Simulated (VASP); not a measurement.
An input for Quantum ESPRESSO's pw.x (written as the equivalent of a VASP run, and not itself run):

```
&CONTROL
  calculation = 'scf'
  pseudo_dir = './pseudo'
  outdir = './out'
  tprnfor = .true.
  tstress = .true.
/
&SYSTEM
  ibrav = 0
  nat = 4
  ntyp = 2
  ecutwfc = 84
  occupations = 'smearing'
  smearing = 'gaussian'
  degauss = 0.003675
  input_dft = 'pbe'
/
&ELECTRONS
  conv_thr = 7.3e-08
  electron_maxstep = 100
/
ATOMIC_SPECIES
  Mg 24.305 Mg.upf
  O 15.999 O.upf
CELL_PARAMETERS angstrom
     3.5180416    0.0000000    0.0000000
    -1.7590208    3.0467138    0.0000000
     0.0000000    0.0000000    4.2288033
ATOMIC_POSITIONS crystal
  Mg   0.6666670  0.3333330  0.7500000
  Mg   0.3333330  0.6666670  0.2500000
  O    0.6666670  0.3333330  0.2500000
  O    0.3333330  0.6666670  0.7500000
K_POINTS automatic
  7 7 5 0 0 0
```

### Question
Write the VASP files for the same calculation (PBE).

### Answer
One answer among several that fit: 
### INCAR
```
GGA=PE   # PBE
NELM=100   # most electronic steps
LCHARG=.TRUE.
EDIFF=1E-6
SIGMA=0.05   # width (eV)
LASPH=.TRUE.   # aspherical one-centre terms
SYSTEM=MgO
LWAVE=.FALSE.
ENCUT=500   # plane-wave cut-off (eV)
PREC=Accurate
ISMEAR=0   # Gaussian
ALGO=Normal   # blocked Davidson
LREAL=.FALSE.   # projection in real space or not
```

**KPOINTS**
```
Automatic
0
G
7 7 5
```

File POSCAR:
```
MgO
8.4576070
  0.4159618227   0.0000000000   0.0000000000
 -0.2079809113   0.3602335483   0.0000000000
  0.0000000000   0.0000000000   0.4999999811
Mg O
2 2
Cart
  0.2079811193   0.1200777294   0.3749999858
 -0.0000002080   0.2401558189   0.1249999953
  0.2079811193   0.1200777294   0.1249999953
 -0.0000002080   0.2401558189   0.3749999858
```

POTCAR, in this order: Mg O (PBE.64 set). Program: vasp_std.

The two are equivalent in intent, not identical: the potentials are each code's own (VASP's PAW set, PseudoDojo norm-conserving files in pw.x), so ENCUT and ecutwfc are chosen apart and not converted; conv_thr bounds pw.x's estimated SCF error, while EDIFF bounds the energy change between steps.

The structure comes from a computed database's MgO entry (P6_3/mmc); how it stands against other phases isn't given here. It was relaxed first.
